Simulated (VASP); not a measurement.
Method: PBEsol GGA, VASP's PBE PAW potentials (set 64) (plane waves; VASP). For the alloy's cell: Settings: 520 eV cut-off, 9×9×3 Γ-centred mesh, tetrahedra with Blöchl corrections, potentials Sr_sv O Mg.

| end member | E (eV/atom) | V (Å³/atom) | gap (eV) |
|---|---|---|---|
| MgO (rock salt) | -6.2562 | 9.33 | 4.65 |
| SrO (rock salt) | -6.3199 | 16.91 | 3.15 |

An ordered cell with a fraction 0.75 of the second end member relaxes to

MgSr3O4 is modelled in the trigonal space group R-3m, hexagonal axes (No. 166), Pearson symbol hR8. Cell: a = b = 3.4817 Å, c = 34.1952 Å, α = β = 90.00°, γ = 120.00°. Sr1 on 6c has 6 O at 2.514–2.523 Å (octahedral). Sr2 on 3a has 6 O at 2.523 Å (octahedral). O1 on 6c is surrounded by 6 Sr at 2.523 Å (octahedral). O2 on 6c is coordinated by 3 Mg at 2.312 Å and 3 Sr at 2.514 Å (octahedral). Mg on 3b is coordinated by 6 O at 2.312 Å (octahedral). (Neighbours: up to the widest gap in distance over summed covalent radii, below 1.35, at either atom; cation-cation and far metal-metal contacts left out.)
(The calculation used a cell of 8 atoms; values per cell refer to that cell.)

Problem. Estimate the mixing energy, the deviation from a linear volume and the gap.

Solution. Its energy is -6.1672 eV/atom, so the mixing energy is 137 meV/atom. The volume of 14.96 Å³/atom lies -0.4 % from the linear mean. The gap is 3.27 eV against a linear mean of 3.53 eV, a bowing parameter of 1.4 eV for this ordering.
